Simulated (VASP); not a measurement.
Input:

```yaml
crystal:
  lattice:
    - [0.00000, 3.09058, 3.09058]
    - [3.09058, 0.00000, 3.09058]
    - [3.09058, 3.09058, 0.00000]
  atoms:
    - { symbol: Ga, position: [0.00000, 0.00000, 0.00000] }
    - { symbol: Sb, position: [0.25000, 0.25000, 0.25000] }
```

The numbers are results of SCAN meta-GGA, VASP's PBE PAW potentials (set 64) (plane waves; VASP), not measurements. Run with 520 eV cut-off, 10×10×10 Γ-centred mesh, first-order Methfessel-Paxton smearing of 0.10 eV, potentials Ga_d Sb.

**Question.** Give the stress tensor in GPa (positive for a compressed cell).

**Answer.** 
```
-1.50   0.00   0.00
 0.00  -1.50   0.00
 0.00   0.00  -1.50
```
The pressure is its mean diagonal, -1.50 GPa.

The compound is GaSb in the zinc blende structure. This cell is one point of a volume scan, at 1.03 of the reference volume.
